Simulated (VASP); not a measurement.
An input for Ansatz (written as the equivalent of a VASP run, and not itself run):

Ansatz 0.2 input:
```yaml
crystal:
  lattice:
    - [0.0000000, 1.9339132, 1.9339132]
    - [1.9339132, 0.0000000, 1.9339132]
    - [1.9339132, 1.9339132, 0.0000000]
  atoms:
    - { symbol: Li, position: [0.0000000, 1.0000000, 0.0000000] }
    - { symbol: H, position: [0.5000000, 0.5000000, 0.5000000] }
kpoints:
  mp_grid: { grid: [11, 11, 11] }
hamiltonian:
  xc: pbe
  dispersion: d3bj
  pseudopotentials: { kind: paw }
scf:
  occupations: { method: gaussian, width: 0.05 }
  max_iter: 100
relax:
  max_steps: 60
  f_tol: 0.01
  cell: {}
output: { forces: true, stress: true, eigenvalues: true }
```

Question: Write the VASP files for the same calculation (PBE-D3(BJ)).

Answer: One answer among several that fit: 
INCAR:
```
GGA = PE   ! PBE
IBRION = 2   ! conjugate gradients
LREAL = .False.   ! projection in real space or not
ALGO = Normal
LASPH = .True.
LWAVE = .False.
ISMEAR = 0
EDIFFG = -0.01   ! ionic stop
ISIF = 3   ! ions, shape and volume
NELM = 100   ! most electronic steps
ENCUT = 520   ! plane-wave cut-off (eV)
SIGMA = 0.05   ! width (eV)
SYSTEM = LiH
PREC = Accurate
EDIFF = 1E-6   ! SCF stop (eV)
NSW = 60
IVDW = 12   ! D3, Becke-Johnson
LCHARG = .False.
```

File POSCAR:
```
LiH
1.0
  0.0000000000   1.9339132286   1.9339132286
  1.9339132286   0.0000000000   1.9339132286
  1.9339132286   1.9339132286   0.0000000000
Li H
1 1
direct
  0.0000000000   1.0000000000   0.0000000000
  0.5000000000   0.5000000000   0.5000000000
```

**KPOINTS**
```
Automatic mesh
0
Gamma
11 11 11
0 0 0
```

POTCAR, in this order: Li_sv H (PBE.64 set). Program: vasp_std.

The two are equivalent in intent, not identical: each code has its own PAW files, so the cut-off isn't converted (ENCUT is set for VASP's; basis.ecutwfc is left out, and Ansatz then takes the one that its files recommend); Ansatz stops its SCF on the density residual and VASP on the energy change (EDIFF).

The compound is LiH in the rock salt structure. It was relaxed first, which changed the volume by -15 %. The start is the result of an earlier pass.
